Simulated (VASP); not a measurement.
# HfTeSe5 (P4/n) in VASP: relaxation of cell and atoms with PBE

Aim: the relaxation of cell and atoms of HfTeSe5 with PBE.

Program: VASP 6.6.1. These are calculated values, not measurements. Logs are shortened: lines on timing, memory, paths and dates and some standing lists are left out, and cuts for length are marked.

### 1 Starting point

It takes space group P4/n (No. 85, tetragonal). Conventional cell: a = 8.500 Å, b = 8.500 Å, c = 5.200 Å, α = 90.00°, β = 90.00°, γ = 90.00°. Hf (site symmetry 4) is surrounded by 6 Se at 2.50 to 2.70 Å. Around Te (site symmetry -4) lie 4 Se at 2.44 Å. Se (site symmetry 1) is surrounded by 1 Te at 2.44 Å and 1 Hf at 2.61 Å. Around Se (site symmetry 4) lie 2 Hf at 2.50 to 2.70 Å.

The cell was built by a generator and needn't be a form met in nature.

### 2 Relaxation of cell and atoms, PBE

Contents of INCAR:

```
ALGO = Fast
EDIFF = 1E-4
EDIFFG = -0.08
ENCUT = 520
GGA = PE
IBRION = 2
ISIF = 3
ISMEAR = 0
LASPH = T
LCHARG = F
LREAL = Auto
LWAVE = F
NELM = 60
NSW = 24
PREC = Normal
SIGMA = 0.15
```

Contents of KPOINTS:

```
k-points
0
Gamma
  2 2 3
```

Contents of POSCAR:

```
HfTeSe5
1.0
    8.5000000000      0.0000000000      0.0000000000
    0.0000000000      8.5000000000      0.0000000000
    0.0000000000      0.0000000000      5.2000000000
Hf Te Se
2 2 10
Direct
    0.5000000000      0.0000000000      0.2200000000
    0.0000000000      0.5000000000      0.7800000000
    0.0000000000      0.0000000000      0.0000000000
    0.5000000000      0.5000000000      0.0000000000
    0.8980000000      0.2120000000      0.7300000000
    0.7880000000      0.8980000000      0.2700000000
    0.2120000000      0.1020000000      0.2700000000
    0.1020000000      0.7880000000      0.7300000000
    0.5000000000      0.0000000000      0.7400000000
    0.7120000000      0.6020000000      0.7300000000
    0.3980000000      0.7120000000      0.2700000000
    0.6020000000      0.2880000000      0.2700000000
    0.2880000000      0.3980000000      0.7300000000
    0.0000000000      0.5000000000      0.2600000000
```

Potentials or basis: VASP PAW PBE potentials, release 64 (Hf_pv, Te, Se).

On the command line:

```bash
cat potpaw_PBE.64/Hf_pv/POTCAR potpaw_PBE.64/Te/POTCAR potpaw_PBE.64/Se/POTCAR > POTCAR
mpirun -np 1 vasp_std > vasp.out
```

OUTCAR:

```text
EDIFF = 1E-4
   EDIFFG = -0.08
   ENCUT = 520
   GGA = PE
   IBRION = 2
   ISIF = 3
   ISMEAR = 0
   LASPH = T
   LREAL = Auto
   NELM = 60
   NSW = 24
   PREC = Normal

 ion  position               nearest neighbor table
   1  0.500  0.000  0.220-   9 2.50   7 2.61   6 2.61  11 2.61  12 2.61   9 2.70
   2  0.000  0.500  0.780-  14 2.50   8 2.61  10 2.61  13 2.61   5 2.61  14 2.70
   3  0.000  0.000  0.000-   5 2.44   6 2.44   7 2.44   8 2.44
   4  0.500  0.500  0.000-  10 2.44  11 2.44  12 2.44  13 2.44
   5  0.898  0.212  0.730-   3 2.44   2 2.61
   6  0.788  0.898  0.270-   3 2.44   1 2.61
   7  0.212  0.102  0.270-   3 2.44   1 2.61
   8  0.102  0.788  0.730-   3 2.44   2 2.61
   9  0.500  0.000  0.740-   1 2.50   1 2.70
  10  0.712  0.602  0.730-   4 2.44   2 2.61
  11  0.398  0.712  0.270-   4 2.44   1 2.61
  12  0.602  0.288  0.270-   4 2.44   1 2.61
  13  0.288  0.398  0.730-   4 2.44   2 2.61
  14  0.000  0.500  0.260-   2 2.50   2 2.70

  LATTYP: Found a simple tetragonal cell.
 ALAT       =     8.5000000000
 C/A-ratio  =     0.6117647059

  Lattice vectors:

 A1 = (   8.5000000000,   0.0000000000,   0.0000000000)
 A2 = (   0.0000000000,   8.5000000000,   0.0000000000)
 A3 = (   0.0000000000,   0.0000000000,   5.2000000000)

Analysis of symmetry for initial positions (statically):
=====================================================================
 Subroutine PRICEL returns:
 Original cell was already a primitive cell.

 Routine SETGRP: Setting up the symmetry group for a
 simple tetragonal supercell.

 Subroutine GETGRP returns: Found  8 space group operations
 (whereof  4 operations were pure point group operations)
 out of a pool of 16 trial point group operations.

The static configuration has the point symmetry S_4 .
 The point group associated with its full space group is C_4h.

Analysis of symmetry for dynamics (positions and initial velocities):
=====================================================================
 Subroutine PRICEL returns:
 Original cell was already a primitive cell.

 Routine SETGRP: Setting up the symmetry group for a
 simple tetragonal supercell.

 Subroutine GETGRP returns: Found  8 space group operations
 (whereof  4 operations were pure point group operations)
 out of a pool of 16 trial point group operations.

The dynamic configuration has the point symmetry S_4 .
 The point group associated with its full space group is C_4h.

 Subroutine INISYM returns: Found  8 space group operations
 (whereof  4 operations are pure point group operations),
 and found     1 'primitive' translations

----------------------------------------------------------------------------------------

                                     Primitive cell

  volume of cell :     375.7000

  direct lattice vectors                    reciprocal lattice vectors
     8.500000000  0.000000000  0.000000000     0.117647059  0.000000000  0.000000000
     0.000000000  8.500000000  0.000000000     0.000000000  0.117647059  0.000000000
     0.000000000  0.000000000  5.200000000     0.000000000  0.000000000  0.192307692

  length of vectors
     8.500000000  8.500000000  5.200000000     0.117647059  0.117647059  0.192307692

  position of ions in fractional coordinates (direct lattice)
     0.500000000  0.000000000  0.220000000
     0.000000000  0.500000000  0.780000000
     0.000000000  0.000000000  0.000000000
     0.500000000  0.500000000  0.000000000
     0.898000000  0.212000000  0.730000000
     0.788000000  0.898000000  0.270000000
     0.212000000  0.102000000  0.270000000
     0.102000000  0.788000000  0.730000000
     0.500000000  0.000000000  0.740000000
     0.712000000  0.602000000  0.730000000
     0.398000000  0.712000000  0.270000000
     0.602000000  0.288000000  0.270000000
     0.288000000  0.398000000  0.730000000
     0.000000000  0.500000000  0.260000000

  ion indices of the primitive-cell ions
   primitive index   ion index
                 1           1
                 2           2
                 3           3
                 4           4
                 5           5
                 6           6
                 7           7
                 8           8
                 9           9
                10          10
                11          11
                12          12
                13          13
                14          14

----------------------------------------------------------------------------------------

 KPOINTS: k-points

Automatic generation of k-mesh.
 Grid dimensions read from file:
 generate k-points for:    2    2    3

 Generating k-lattice:

  Cartesian coordinates                     Fractional coordinates (reciprocal lattice)
     0.058823529  0.000000000  0.000000000     0.500000000  0.000000000  0.000000000
     0.000000000  0.058823529  0.000000000     0.000000000  0.500000000  0.000000000
     0.000000000  0.000000000  0.064102564     0.000000000  0.000000000  0.333333333

  Length of vectors
     0.058823529  0.058823529  0.064102564

  Shift w.r.t. Gamma in fractional coordinates (k-lattice)
     0.000000000  0.000000000  0.000000000

 Subroutine IBZKPT returns following result:
 ===========================================

 Found      6 irreducible k-points:

 Following reciprocal coordinates:
            Coordinates               Weight
  0.000000  0.000000  0.000000      1.000000
  0.500000  0.000000  0.000000      2.000000
  0.500000  0.500000  0.000000      1.000000
  0.000000  0.000000  0.333333      2.000000
  0.500000  0.000000  0.333333      4.000000
  0.500000  0.500000  0.333333      2.000000
   k-points           NKPTS =      6   k-points in BZ     NKDIM =      6   number of bands    NBANDS=     55
   number of dos      NEDOS =    301   number of ions     NIONS =     14
   total plane-waves  NPLWV =  69120
   dimension x,y,z NGX =    48 NGY =   48 NGZ =   30
   dimension x,y,z NGXF=    96 NGYF=   96 NGZF=   60
   ions per type =               2   2  10
   NGX,Y,Z   is equivalent  to a cutoff of   9.39,  9.39,  9.59 a.u.
   NGXF,Y,Z  is equivalent  to a cutoff of  18.78, 18.78, 19.18 a.u.
 SYSTEM =  unknown system
   PREC   = normal    normal or accurate (medium, high low for compatibility)
   ISTART =      0    job   : 0-new  1-cont  2-samecut
   ICHARG =      2    charge: 1-file 2-atom 10-const
   ISPIN  =      1    spin polarized calculation?
   LNONCOLLINEAR =      F non collinear calculations
   LSORBIT =      F    spin-orbit coupling
   LASPH  =      T    aspherical Exc in radial PAW
   ENCUT  =  520.0 eV  38.22 Ry    6.18 a.u.  15.80 15.80  9.67*2*pi/ulx,y,z
   NELM   =     60;   NELMIN=  2; NELMDL= -5     # of ELM steps
   EDIFF  = 0.1E-03   stopping-criterion for ELM
   LREAL  =      T    real-space projection
   EDIFFG = -.8E-01   stopping-criterion for IOM
   NSW    =     24    number of steps for IOM
   IBRION =      2    ionic relax: 0-MD 1-quasi-New 2-CG
   NFREE  =      1    steps in history (QN), initial steepest desc. (CG)
   ISIF   =      3    stress and relaxation
   ISYM   =      2    0-nonsym 1-usesym 2-fastsym
   POTIM  = 0.5000    time-step for ionic-motion
   TEBEG  =    0.0;   TEEND  =   0.0 temperature during run
   PSTRESS=    0.0 pullay stress
   NELECT =      92.0000    total number of electrons
   NUPDOWN=      -1.0000    fix difference up-down
   EMIN   =  10.00;   EMAX   =-10.00  energy-range for DOS
   EFERMI =   0.00;   METHOD = LEGACY
   ISMEAR =     0;   SIGMA  =   0.15  broadening in eV -4-tet -1-fermi 0-gaus
   EFERMI_NEDOS =   21; number of points for ismear=-14 and -15
   IALGO  =     68    algorithm
   IMIX   =      4    mixing-type and parameters
     AMIX     =   0.40;   BMIX     =  1.00
     AMIX_MAG =   1.60;   BMIX_MAG =  1.00
  volume/ion in A,a.u.               =      26.84       181.10
  Fermi-wavevector in a.u.,A,eV,Ry     =   1.024213  1.935482 14.272684  1.049013
  Thomas-Fermi vector in A             =   2.157988
   LORBIT       =      0    0 simple, 1 ext, 2 COOP (PROOUT), +10 PAW based schemes
   GGA     = PE    functional components
   LHFCALC =     F    Hartree Fock is set to
   AEXX    =    0.0000 exact exchange contribution
   IVDW    =     0    specifies the selected vdW correction
   LEPSILON=     F    determine dielectric tensor
   LRPA    =     F    only Hartree local field effects (RPA)
 conjugate gradient relaxation of ions
 non-spin polarized calculation
 RMM-DIIS sequential band-by-band and
 Gauss-broadening in eV      SIGMA  =   0.15
  energy-cutoff  :      520.00
  volume of cell :      375.70
 maximum number of plane-waves:     10180
   NGX = 31   NGY = 31   NGZ = 19

--------------------------------------- Ionic step        1  -------------------------------------------

 number of electron      92.0000013 magnetization

 Free energy of the ion-electron system (eV)
  ---------------------------------------------------
  ext. energy  EPLUGINS =         0.00000000
  ---------------------------------------------------
  free energy    TOTEN  =       -63.28748117 eV

  energy without entropy =      -63.22465412  energy(sigma->0) =      -63.25606765

------------------------ aborting loop because EDIFF is reached ----------------------------------------

  FORCE on cell =-STRESS in cart. coord.  units (eV):
  Direction    XX          YY          ZZ          XY          YZ          ZX
  --------------------------------------------------------------------------------------
  -------------------------------------------------------------------------------------
  Total       16.8938232     16.8938232     13.4991121      0.0000032      0.0000000      0.0000000
  in kB       72.0439196     72.0439196     57.5671317      0.0000137      0.0000000      0.0000000
  external PRESSURE =      67.2183236 kB  Pullay stress =       0.0000000 kB
[... 125 lines left out ...]
  FREE ENERGIE OF THE ION-ELECTRON SYSTEM (eV)
  ---------------------------------------------------
  free  energy   TOTEN  =       -64.3000363596 eV

  energy  without entropy=      -64.2122706981  energy(sigma->0) =      -64.25615353

[... ionic steps 4 to 10 ...]

--------------------------------------- Ionic step       11  -------------------------------------------

 number of electron      91.9999995 magnetization

------------------------ aborting loop because EDIFF is reached ----------------------------------------

  FORCE on cell =-STRESS in cart. coord.  units (eV):
  Direction    XX          YY          ZZ          XY          YZ          ZX
  --------------------------------------------------------------------------------------
  -------------------------------------------------------------------------------------
  Total        0.4315771      0.4315771      0.5362800      0.0000002     -0.0000000      0.0000000
  in kB        1.7711762      1.7711762      2.2008730      0.0000009     -0.0000000      0.0000000
  external PRESSURE =       1.9144084 kB  Pullay stress =       0.0000000 kB
[... 81 lines left out ...]
  energy  without entropy=      -64.6236301885  energy(sigma->0) =      -64.68159896

--------------------------------------- Ionic step       13  -------------------------------------------

 number of electron      91.9999986 magnetization

 Free energy of the ion-electron system (eV)
  ---------------------------------------------------
  ext. energy  EPLUGINS =         0.00000000
  ---------------------------------------------------
  free energy    TOTEN  =       -64.73888709 eV

  energy without entropy =      -64.61875443  energy(sigma->0) =      -64.67882076

 E-fermi :   2.9417     XC(G=0):  -9.1136

 val. band max:        2.8957507035   @ k =   0.0000   0.0000   0.0000
 cond. band min:       2.9887472246   @ k =   0.5000   0.0000   0.0000
 fundamental gap:      0.0929965211
 Fermi energy:         2.9416601588

 k-point     1 :       0.0000    0.0000    0.0000
  band No.  band energies     occupation
      1     -28.0821      2.00000
      2     -28.0821      2.00000
      3     -28.0289      2.00000
      4     -28.0289      2.00000
      5     -28.0288      2.00000
      6     -28.0288      2.00000
[... 378 lines left out ...]
  FREE ENERGIE OF THE ION-ELECTRON SYSTEM (eV)
  ---------------------------------------------------
  free  energy   TOTEN  =       -64.7388870923 eV

  energy  without entropy=      -64.6187544254  energy(sigma->0) =      -64.67882076

 reached required accuracy - stopping structural energy minimisation
```

It took 8.5 min on 1 thread of Intel Xeon Platinum 8488C (Sapphire Rapids), shared host; peak memory 0.33 GiB.

Results:

| Quantity | Value |
| --- | --- |
| Free energy | -64.7389 eV |
| Relaxed volume | 28.08 Å³/atom |
| Relaxed cell | a = 8.658 Å, b = 8.658 Å, c = 5.244 Å, α = 90.00°, β = 90.00°, γ = 90.00° |
| Space group after relaxing (to 0.05 Å) | P4/n (No. 85) |
| Energy gained by relaxing | 103.7 meV/atom |
| Ionic steps | 13 |
| Pressure after relaxing | -0.3 GPa |
| Largest force after relaxing | 0.065 eV/Å |
| Band gap on the k mesh | none (metal or under the smearing width) |

Forces on the atoms (eV/Å):
```
Hf   0.000  0.000  0.065
Hf   0.000  0.000 -0.065
Te   0.000  0.000  0.000
Te   0.000  0.000  0.000
Se   0.020  0.024  0.037
Se  -0.024  0.020 -0.037
Se   0.024 -0.020 -0.037
Se  -0.020 -0.024  0.037
Se   0.000  0.000 -0.051
Se   0.024 -0.020  0.037
Se   0.020  0.024 -0.037
Se  -0.020 -0.024 -0.037
Se  -0.024  0.020  0.037
Se   0.000  0.000  0.051
```

Stress tensor (GPa, compression positive):
```
-0.22  0.00  0.00
 0.00 -0.22  0.00
 0.00  0.00 -0.45
```

Step by step:
```tsv
step	energy change (eV)	largest force (eV/Å)	pressure (GPa)	volume (Å³)
1	0.0000	1.4467	6.72	375.70
2	-0.7259	0.4661	-3.54	440.29
3	-1.0126	0.5551	-0.82	415.16
4	-1.1676	0.4196	-0.58	410.62
5	-1.3365	0.3328	0.82	397.11
6	-1.3405	0.2871	0.68	398.72
7	-1.3765	0.1132	-0.77	405.19
8	-1.3790	0.1528	-0.59	403.88
9	-1.4157	0.1137	-0.34	399.40
10	-1.4391	0.0843	-0.07	392.01
11	-1.4520	0.0940	0.19	390.40
12	-1.4521	0.0899	0.20	389.98
13	-1.4514	0.0648	-0.29	393.08
```

Final structure:
```yaml
crystal:
  lattice:
    - [8.65802, 0.00000, 0.00000]
    - [0.00000, 8.65802, 0.00000]
    - [0.00000, 0.00000, 5.24373]
  atoms:
    - { symbol: Hf, position: [0.50000, 0.00000, 0.18946] }
    - { symbol: Hf, position: [0.00000, 0.50000, 0.81054] }
    - { symbol: Te, position: [0.00000, 0.00000, 0.00000] }
    - { symbol: Te, position: [0.50000, 0.50000, 0.00000] }
    - { symbol: Se, position: [0.88510, 0.21902, 0.70089] }
    - { symbol: Se, position: [0.78098, 0.88510, 0.29911] }
    - { symbol: Se, position: [0.21902, 0.11490, 0.29911] }
    - { symbol: Se, position: [0.11490, 0.78098, 0.70089] }
    - { symbol: Se, position: [0.50000, 0.00000, 0.70953] }
    - { symbol: Se, position: [0.71902, 0.61490, 0.70089] }
    - { symbol: Se, position: [0.38510, 0.71902, 0.29911] }
    - { symbol: Se, position: [0.61490, 0.28098, 0.29911] }
    - { symbol: Se, position: [0.28098, 0.38510, 0.70089] }
    - { symbol: Se, position: [0.00000, 0.50000, 0.29047] }
```

Caveat: the k mesh is coarse (spacing up to 0.40 Å⁻¹), so the values aren't converged; the relaxation stopped at a loose force limit of 0.08 eV/Å, so its end isn't a converged minimum.
